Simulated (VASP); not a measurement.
OSZICAR of a VASP run on Bi (a7):

File OSZICAR:
```
       N       E                     dE             d eps       ncg     rms          rms(c)
DAV:   1     0.274520271379E+03    0.27452E+03   -0.14673E+04  3238   0.159E+03
DAV:   2     0.141408438011E+02   -0.26038E+03   -0.25663E+03  3257   0.415E+02
DAV:   3    -0.701892763943E+01   -0.21160E+02   -0.20774E+02  3703   0.146E+02
DAV:   4    -0.774502995303E+01   -0.72610E+00   -0.72366E+00  3588   0.299E+01
DAV:   5    -0.778126808165E+01   -0.36238E-01   -0.36236E-01  4394   0.578E+00    0.102E+00
DAV:   6    -0.777973598978E+01    0.15321E-02   -0.17076E-02  3906   0.153E+00    0.624E-01
DAV:   7    -0.778032167073E+01   -0.58568E-03   -0.13374E-02  3517   0.144E+00    0.110E-01
DAV:   8    -0.778051317768E+01   -0.19151E-03   -0.17499E-03  3486   0.518E-01    0.225E-02
DAV:   9    -0.778053518117E+01   -0.22003E-04   -0.68750E-05  4398   0.726E-02    0.113E-02
DAV:  10    -0.778053385025E+01    0.13309E-05   -0.79468E-06  2684   0.218E-02    0.163E-03
DAV:  11    -0.778053435000E+01   -0.49975E-06   -0.66112E-07  2101   0.876E-03
   1 F= -.77805344E+01 E0= -.77805946E+01  d E =-.778053E+01
       N       E                     dE             d eps       ncg     rms          rms(c)
DAV:   1    -0.778315078760E+01   -0.26169E-02   -0.76059E-02  3509   0.437E+00    0.263E-01
DAV:   2    -0.778098609687E+01    0.21647E-02   -0.44645E-03  3491   0.105E+00    0.108E-01
DAV:   3    -0.778057766253E+01    0.40843E-03   -0.18941E-03  4059   0.636E-01    0.118E-02
DAV:   4    -0.778057471714E+01    0.29454E-05   -0.43131E-05  3278   0.636E-02    0.593E-03
DAV:   5    -0.778057198696E+01    0.27302E-05   -0.11367E-05  3715   0.327E-02    0.413E-03
DAV:   6    -0.778057100130E+01    0.98566E-06   -0.63335E-07  1636   0.107E-02
   2 F= -.77805710E+01 E0= -.77806308E+01  d E =-.366513E-04
       N       E                     dE             d eps       ncg     rms          rms(c)
DAV:   1    -0.778076406268E+01   -0.19208E-03   -0.55913E-03  3506   0.118E+00    0.713E-02
DAV:   2    -0.778060037992E+01    0.16368E-03   -0.32952E-04  3488   0.285E-01    0.293E-02
DAV:   3    -0.778057119581E+01    0.29184E-04   -0.13916E-04  4053   0.173E-01    0.319E-03
DAV:   4    -0.778057258450E+01   -0.13887E-05   -0.29417E-06  2553   0.171E-02    0.154E-03
DAV:   5    -0.778057411160E+01   -0.15271E-05   -0.12683E-06  1615   0.152E-02    0.155E-03
DAV:   6    -0.778057446030E+01   -0.34871E-06   -0.42777E-07  1615   0.112E-02
   3 F= -.77805745E+01 E0= -.77806344E+01  d E =-.401103E-04
       N       E                     dE             d eps       ncg     rms          rms(c)
DAV:   1    -0.778058143112E+01   -0.73195E-05   -0.20595E-04  3494   0.227E-01    0.136E-02
DAV:   2    -0.778057615743E+01    0.52737E-05   -0.11904E-05  2993   0.543E-02    0.561E-03
DAV:   3    -0.778057492769E+01    0.12297E-05   -0.49298E-06  3086   0.328E-02    0.600E-04
DAV:   4    -0.778057465282E+01    0.27487E-06   -0.15155E-07  1615   0.370E-03
   4 F= -.77805747E+01 E0= -.77806345E+01  d E =-.403028E-04
       N       E                     dE             d eps       ncg     rms          rms(c)
DAV:   1    -0.778060478287E+01   -0.29855E-04   -0.90925E-04  3506   0.476E-01    0.286E-02
DAV:   2    -0.778057990608E+01    0.24877E-04   -0.53330E-05  3491   0.115E-01    0.117E-02
DAV:   3    -0.778057480846E+01    0.50976E-05   -0.22669E-05  3519   0.695E-02    0.132E-03
DAV:   4    -0.778057431117E+01    0.49729E-06   -0.44156E-07  1645   0.694E-03
   5 F= -.77805743E+01 E0= -.77806341E+01  d E =-.399612E-04
       N       E                     dE             d eps       ncg     rms          rms(c)
DAV:   1    -0.778058020390E+01   -0.53954E-05   -0.22063E-04  3506   0.233E-01    0.138E-02
DAV:   2    -0.778057460301E+01    0.56009E-05   -0.12814E-05  3005   0.561E-02    0.561E-03
DAV:   3    -0.778057335476E+01    0.12482E-05   -0.53752E-06  3158   0.339E-02    0.632E-04
DAV:   4    -0.778057307020E+01    0.28456E-06   -0.17151E-07  1615   0.391E-03
   6 F= -.77805731E+01 E0= -.77806329E+01  d E =-.387202E-04
       N       E                     dE             d eps       ncg     rms          rms(c)
DAV:   1    -0.778057423600E+01   -0.88124E-06   -0.28752E-05  2981   0.848E-02    0.528E-03
DAV:   2    -0.778057315721E+01    0.10788E-05   -0.16469E-06  1615   0.207E-02    0.218E-03
DAV:   3    -0.778057302255E+01    0.13467E-06   -0.72180E-07  1615   0.123E-02
   7 F= -.77805730E+01 E0= -.77806328E+01  d E =-.386725E-04
       N       E                     dE             d eps       ncg     rms          rms(c)
DAV:   1    -0.778057430348E+01   -0.11463E-05   -0.25923E-05  2993   0.810E-02    0.473E-03
DAV:   2    -0.778057338956E+01    0.91392E-06   -0.13635E-06  1615   0.193E-02
   8 F= -.77805734E+01 E0= -.77806332E+01  d E =-.390396E-04
       N       E                     dE             d eps       ncg     rms          rms(c)
DAV:   1    -0.778173670527E+01   -0.11624E-02   -0.43920E-02  3563   0.304E+00    0.183E-01
DAV:   2    -0.778074953824E+01    0.98717E-03   -0.25733E-03  3497   0.756E-01    0.763E-02
DAV:   3    -0.778055979637E+01    0.18974E-03   -0.10006E-03  4136   0.452E-01    0.963E-03
DAV:   4    -0.778056414358E+01   -0.43472E-05   -0.28624E-05  3440   0.548E-02    0.448E-03
DAV:   5    -0.778056715788E+01   -0.30143E-05   -0.36474E-06  2723   0.201E-02    0.286E-03
DAV:   6    -0.778056833182E+01   -0.11739E-05   -0.66888E-07  1618   0.954E-03    0.327E-04
DAV:   7    -0.778056836636E+01   -0.34536E-07   -0.17599E-07  1615   0.598E-03
   9 F= -.77805684E+01 E0= -.77806275E+01  d E =0.502320E-05
       N       E                     dE             d eps       ncg     rms          rms(c)
DAV:   1    -0.778096591160E+01   -0.39758E-03   -0.14474E-02  3557   0.175E+00    0.104E-01
DAV:   2    -0.778065145259E+01    0.31446E-03   -0.83884E-04  3497   0.433E-01    0.436E-02
DAV:   3    -0.778058789939E+01    0.63553E-04   -0.32735E-04  4134   0.258E-01    0.551E-03
DAV:   4    -0.778058603264E+01    0.18668E-05   -0.95485E-06  3428   0.318E-02    0.253E-03
DAV:   5    -0.778058485168E+01    0.11810E-05   -0.99733E-07  1631   0.115E-02    0.153E-03
DAV:   6    -0.778058426994E+01    0.58173E-06   -0.39167E-07  1615   0.682E-03
  10 F= -.77805843E+01 E0= -.77806438E+01  d E =-.108804E-04
       N       E                     dE             d eps       ncg     rms          rms(c)
DAV:   1    -0.778062387339E+01   -0.39022E-04   -0.68993E-03  4283   0.664E-01    0.296E-02
DAV:   2    -0.778060815585E+01    0.15718E-04   -0.14180E-04  4087   0.158E-01    0.153E-02
DAV:   3    -0.778060021828E+01    0.79376E-05   -0.34735E-05  4143   0.910E-02    0.344E-03
DAV:   4    -0.778059964042E+01    0.57785E-06   -0.45394E-06  3103   0.267E-02
  11 F= -.77805996E+01 E0= -.77806583E+01  d E =-.153705E-04
       N       E                     dE             d eps       ncg     rms          rms(c)
DAV:   1    -0.778084398514E+01   -0.24377E-03   -0.62408E-02  4294   0.201E+00    0.891E-02
DAV:   2    -0.778069374693E+01    0.15024E-03   -0.12804E-03  4093   0.476E-01    0.459E-02
DAV:   3    -0.778062190810E+01    0.71839E-04   -0.31242E-04  4133   0.273E-01    0.103E-02
DAV:   4    -0.778062098225E+01    0.92585E-06   -0.40511E-05  3368   0.793E-02    0.436E-03
DAV:   5    -0.778061988476E+01    0.10975E-05   -0.11527E-06  1856   0.201E-02    0.104E-03
DAV:   6    -0.778061994063E+01   -0.55873E-07   -0.10757E-06  1618   0.137E-02
  12 F= -.77806199E+01 E0= -.77806755E+01  d E =-.356707E-04
```

Question: Which electronic solver shows in the log?

Answer: It is blocked Davidson (ALGO = Normal, or the opening steps of other solvers). The INCAR had ALGO = Normal.

Question: Can the final energy be trusted as converged?

Answer: The calculation finished and met its thresholds. It stopped with EDIFF = 1E-6, NELM = 100, NSW = 60 and EDIFFG = -0.01 after 12 ionic steps (PBE GGA, plane waves, VASP's PBE PAW potentials (set 64)).

The compound is Bi in the a7 structure. This run relaxes it. Symmetry was kept, so distortions that lower it aren't found. The start is the result of an earlier pass.
